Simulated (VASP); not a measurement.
Here is the system:

```
CELL_PARAMETERS angstrom
      4.02152     0.00000     0.00000
      0.00000     4.02152     0.00000
      0.00000     0.00000     4.02152
ATOMIC_POSITIONS crystal
  Nb 0.00000 0.50000 0.50000
  Nb 0.50000 0.00000 0.50000
  Nb 0.50000 0.50000 0.00000
  Si 0.00000 0.00000 0.00000
```

All values below come from PBEsol GGA, VASP's PBE PAW potentials (set 64) (plane waves; VASP). Settings: 400 eV cut-off, 9×9×9 Γ-centred mesh, tetrahedra with Blöchl corrections, potentials Nb_sv Si.

The cores are frozen, which limits the accuracy of field gradients.

Task: Give the principal components of the electric field gradient (V/Å²) and the asymmetry η at each nucleus.

Result: 
| atom | Vxx | Vyy | Vzz | η |
|---|---|---|---|---|
| Nb1 | 23.8 | 23.8 | -47.6 | 0.00 |
| Nb2 | 23.8 | 23.8 | -47.6 | 0.00 |
| Nb3 | 23.8 | 23.8 | -47.6 | 0.00 |
| Si4 | 0.0 | 0.0 | 0.0 | - |

The structure comes from a computed database's Nb3Si entry (Pm-3m); how it stands against other phases isn't given here. It was relaxed first.
